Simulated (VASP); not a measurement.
Method: PBE GGA, VASP's PBE PAW potentials (set 64) (plane waves; VASP).

The input files of a VASP run:

POSCAR:
```
Zn
5.0490
  0.2686868687  -0.4653794811   0.0000000000
  0.2686868687   0.4653794811   0.0000000000
  0.0000000000   0.0000000000   1.0000000000
Zn
2
Cartesian
  0.2686868687   0.1551268039   0.2500000000
  0.2686868687  -0.1551268039   0.7500000000
```

**INCAR**
```
SYSTEM = Zn
PREC = Accurate
ENCUT = 400
EDIFF = 1E-5
NELM = 100
ALGO = Normal
LREAL = .FALSE.
LASPH = .TRUE.
ISMEAR = 1
SIGMA = 0.1
GGA = PE
LMAXMIX = 4
LWAVE = .FALSE.
LCHARG = .FALSE.
ISIF = 2
```

### KPOINTS
```
Regular mesh
0
G
 14 14 7
0 0 0
```

POTCAR, in this order: Zn (PBE.64 set). Program: vasp_std.

Q: What will the output report for the number of irreducible k-points (NKPTS), number of bands (NBANDS), largest plane-wave count, number of space-group operations, FFT grid (NGX, NGY, NGZ)?

A: 
The number of irreducible k-points (NKPTS) comes out as 96 and the number of bands (NBANDS) is 16. The largest plane-wave count comes out as 604, the number of space-group operations comes out as 24 and the FFT grid (NGX, NGY, NGZ) is 18 × 18 × 36.

The compound is Zn in the hcp structure. The cell was not relaxed at this level. The run is one of a series of settings (EDIFF = 1E-5 against the base run), some of them coarse on purpose.
